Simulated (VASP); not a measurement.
# YNb (Fm-3m) in VASP: equation of state, part 2 of 2

VASP 6.6.1. The steps go on from the part before.

## Step 7: Equation of state, PBE, 27.43 Å³/atom (volume scaled by 1.06)

INCAR

```
SYSTEM = YNb
PREC = Accurate ; ENCUT = 520
EDIFF = 1E-7 ; ISMEAR = -1
SIGMA = 0.05 ; LREAL = .FALSE.
LASPH = .TRUE. ; NELM = 100
ALGO = Normal ; ISIF = 2
LWAVE = .FALSE. ; LCHARG = .FALSE.
GGA = PE ; NBANDS = 19
```

KPOINTS

```
Automatic mesh
0
G
  8 8 8
  0 0 0
```

POSCAR

```
YNb
1.0
    0.0000000000      3.0157496294      3.0157496294
    3.0157496294      0.0000000000      3.0157496294
    3.0157496294      3.0157496294      0.0000000000
Y Nb
1 1
Direct
    0.5000000000      0.5000000000      0.5000000000
    0.0000000000      0.0000000000      0.0000000000
```

Potentials or basis: VASP PAW PBE potentials, release 64 (Y_sv, Nb_sv).

Launch:

```console
$ cat potpaw_PBE.64/Y_sv/POTCAR potpaw_PBE.64/Nb_sv/POTCAR > POTCAR
$ mpirun -np 1 vasp_std > vasp.out
```

OUTCAR:

```text
SYSTEM = YNb
   PREC = Accurate
   ENCUT = 520
   EDIFF = 1E-7
   ISMEAR = -1
   LREAL = .FALSE.
   LASPH = .TRUE.
   NELM = 100
   ISIF = 2
   GGA = PE

 Found     29 irreducible k-points:

 Following reciprocal coordinates:
            Coordinates               Weight
  0.000000  0.000000  0.000000      1.000000
  0.125000  0.000000  0.000000      8.000000
  0.250000  0.000000  0.000000      8.000000
  0.375000  0.000000  0.000000      8.000000
  0.500000  0.000000  0.000000      4.000000
  0.125000  0.125000  0.000000      6.000000
   k-points           NKPTS =     29   k-points in BZ     NKDIM =     29   number of bands    NBANDS=     19
   number of dos      NEDOS =    301   number of ions     NIONS =      2
   total plane-waves  NPLWV =  32768
   dimension x,y,z NGX =    32 NGY =   32 NGZ =   32
   dimension x,y,z NGXF=    64 NGYF=   64 NGZF=   64
   ions per type =               1   1
   NGX,Y,Z   is equivalent  to a cutoff of  12.47, 12.47, 12.47 a.u.
   NGXF,Y,Z  is equivalent  to a cutoff of  24.95, 24.95, 24.95 a.u.
 SYSTEM =  YNb
   PREC   = accura    normal or accurate (medium, high low for compatibility)
   ISTART =      0    job   : 0-new  1-cont  2-samecut
   ICHARG =      2    charge: 1-file 2-atom 10-const
   ISPIN  =      1    spin polarized calculation?
   LNONCOLLINEAR =      F non collinear calculations
   LSORBIT =      F    spin-orbit coupling
   LASPH  =      T    aspherical Exc in radial PAW
   ENCUT  =  520.0 eV  38.22 Ry    6.18 a.u.   7.93  7.93  7.93*2*pi/ulx,y,z
   NELM   =    100;   NELMIN=  2; NELMDL= -5     # of ELM steps
   EDIFF  = 0.1E-06   stopping-criterion for ELM
   LREAL  =      F    real-space projection
   EDIFFG = 0.1E-05   stopping-criterion for IOM
   NSW    =      0    number of steps for IOM
   IBRION =     -1    ionic relax: 0-MD 1-quasi-New 2-CG
   NFREE  =      0    steps in history (QN), initial steepest desc. (CG)
   ISIF   =      2    stress and relaxation
   ISYM   =      2    0-nonsym 1-usesym 2-fastsym
   POTIM  = 0.5000    time-step for ionic-motion
   TEBEG  =    0.0;   TEEND  =   0.0 temperature during run
   PSTRESS=    0.0 pullay stress
   NELECT =      24.0000    total number of electrons
   NUPDOWN=      -1.0000    fix difference up-down
   EMIN   =  10.00;   EMAX   =-10.00  energy-range for DOS
   EFERMI =   0.00;   METHOD = LEGACY
   ISMEAR =    -1;   SIGMA  =   0.05  broadening in eV -4-tet -1-fermi 0-gaus
   EFERMI_NEDOS =   21; number of points for ismear=-14 and -15
   IALGO  =     38    algorithm
   IMIX   =      4    mixing-type and parameters
     AMIX     =   0.40;   BMIX     =  1.00
     AMIX_MAG =   1.60;   BMIX_MAG =  1.00
  volume/ion in A,a.u.               =      27.43       185.09
  Fermi-wavevector in a.u.,A,eV,Ry     =   1.242815  2.348581 21.015425  1.544590
  Thomas-Fermi vector in A             =   2.377153
   LORBIT       =      0    0 simple, 1 ext, 2 COOP (PROOUT), +10 PAW based schemes
   GGA     = PE    functional components
   LHFCALC =     F    Hartree Fock is set to
   AEXX    =    0.0000 exact exchange contribution
   IVDW    =     0    specifies the selected vdW correction
   LEPSILON=     F    determine dielectric tensor
   LRPA    =     F    only Hartree local field effects (RPA)
 non-spin polarized calculation
  energy-cutoff  :      520.00
  volume of cell :       54.85
 maximum number of plane-waves:      1490
   NGX = 15   NGY = 15   NGZ = 15

 number of electron      23.9999999 magnetization

 Free energy of the ion-electron system (eV)
  ---------------------------------------------------
  ext. energy  EPLUGINS =         0.00000000
  ---------------------------------------------------
  free energy    TOTEN  =       -13.95281163 eV

  energy without entropy =      -13.91913573  energy(sigma->0) =      -13.93597368

 E-fermi :   4.9839     XC(G=0): -10.1917

 val. band max:        4.9573122783   @ k =   0.3750   0.2500   0.1250
 cond. band min:       5.0354089640   @ k =   0.2500   0.2500   0.0000
 fundamental gap:      0.0780966857
 Fermi energy:         4.9838966519

 k-point     1 :       0.0000    0.0000    0.0000
  band No.  band energies     occupation
      1     -49.6966      2.00000
      2     -36.7778      2.00000
      3     -25.7861      2.00000
      4     -25.7861      2.00000
      5     -25.7861      2.00000
      6     -16.7859      2.00000
[... 11 lines left out ...]
     18      11.6465      0.00000
     19      12.2963      0.00000
[... 89 lines left out ...]
 k-point     6 :       0.1250    0.1250    0.0000
  band No.  band energies     occupation
      1     -49.6962      2.00000
      2     -36.7775      2.00000
      3     -25.7884      2.00000
      4     -25.7884      2.00000
      5     -25.7850      2.00000
      6     -16.8188      2.00000
[... 11 lines left out ...]
     18      10.2818      0.00000
     19      12.2919      0.00000

 [... further k-points ...]

------------------------ aborting loop because EDIFF is reached ----------------------------------------

  FORCE on cell =-STRESS in cart. coord.  units (eV):
  Direction    XX          YY          ZZ          XY          YZ          ZX
  --------------------------------------------------------------------------------------
  -------------------------------------------------------------------------------------
  Total       -1.0154573     -1.0154573     -1.0154573      0.0000000      0.0000000     -0.0000000
  in kB      -29.6589934    -29.6589934    -29.6589934      0.0000000      0.0000000     -0.0000000
  external PRESSURE =     -29.6589934 kB  Pullay stress =       0.0000000 kB

 VOLUME and BASIS-vectors are now :
 -----------------------------------------------------------------------------
  energy-cutoff  :      520.00
  volume of cell :       54.85
      direct lattice vectors                 reciprocal lattice vectors
     0.000000000  3.015749629  3.015749629    -0.165796257  0.165796257  0.165796257
     3.015749629  0.000000000  3.015749629     0.165796257 -0.165796257  0.165796257
     3.015749629  3.015749629  0.000000000     0.165796257  0.165796257 -0.165796257

 POSITION                                       TOTAL-FORCE (eV/Angst)
 -----------------------------------------------------------------------------------
      3.01575      3.01575      3.01575         0.000000      0.000000     -0.000000
      0.00000      0.00000      0.00000        -0.000000     -0.000000      0.000000
 -----------------------------------------------------------------------------------
    total drift:                                0.000000     -0.000000     -0.000000

  FREE ENERGIE OF THE ION-ELECTRON SYSTEM (eV)
  ---------------------------------------------------
  free  energy   TOTEN  =       -13.9528116274 eV

  energy  without entropy=      -13.9191357336  energy(sigma->0) =      -13.93597368
```

Run time: 50 s. Hardware: 1 thread of Intel Xeon Platinum 8259CL at 2.50GHz (Skylake/Cascade Lake), shared host; peak memory 0.2 GiB.

Results:

- Free energy: -13.9528 eV
- Pressure: -3.0 GPa
- Band gap on the k mesh: none (metal or under the smearing width)

## Step 8: Equation of state, PBE

No new run: the results of the series are fitted here.

What came out:

| Item | Value |
| --- | --- |
| Equilibrium volume | 25.86 Å³/atom |
| Bulk modulus | 55 GPa |
| Pressure derivative of the bulk modulus | 3.5 |

Energy against volume, from the lowest point:
| volume (Å³/atom) | energy (meV/atom) |
| --- | --- |
| 24.322 | 17.28 |
| 24.840 | 7.38 |
| 25.357 | 1.75 |
| 25.875 | 0.00 |
| 26.392 | 1.80 |
| 26.910 | 6.85 |
| 27.427 | 14.87 |
